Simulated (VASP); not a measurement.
AgPt3, 4 atoms in the cell. It takes space group Pm-3m (No. 221, cubic). The conventional cell has a = 3.900 Å, b = 3.900 Å, c = 3.900 Å, α = 90.00°, β = 90.00°, γ = 90.00°. Pt (site symmetry 4/mmm) has 8 Pt at 2.76 Å and 4 Ag at 2.76 Å as nearest neighbours. Ag (site symmetry m-3m) has 12 Pt at 2.76 Å as nearest neighbours. 

| Quantity | Value |
| --- | --- |
| Program | VASP 6.6.1 |
| Task | single point |
| Functional | PBEsol |
| Potentials or basis | VASP PAW PBE potentials, release 64 (Pt, Ag) |
| Cutoff | 520 eV |
| k mesh | 7 × 7 × 7 |
| Occupations | fermi-dirac, width 0.05 eV |
| Spin | no spin polarisation |
| Ladder | free |
| Further INCAR settings | ALGO = Normal; EDIFF = 1e-07; NBANDS = 28 |

Potentials or basis: VASP PAW PBE potentials, release 64 (Pt, Ag).

Command:

```sh
$ cat potpaw_PBE.64/Pt/POTCAR potpaw_PBE.64/Ag/POTCAR > POTCAR
$ mpirun -np 1 vasp_std > vasp.out
```

Hardware: 1 thread of Intel(R) Xeon(R) Platinum 8175M CPU @ 2.50GHz (Skylake/Cascade Lake) (shared host).

**Question.** Estimate the wall time of this run.

**Answer.** Wall time 46 s on 1 thread of Intel(R) Xeon(R) Platinum 8175M CPU @ 2.50GHz (Skylake/Cascade Lake) (shared host), peak memory 0.18 GiB. Counts: scf iterations 15, k points 20.
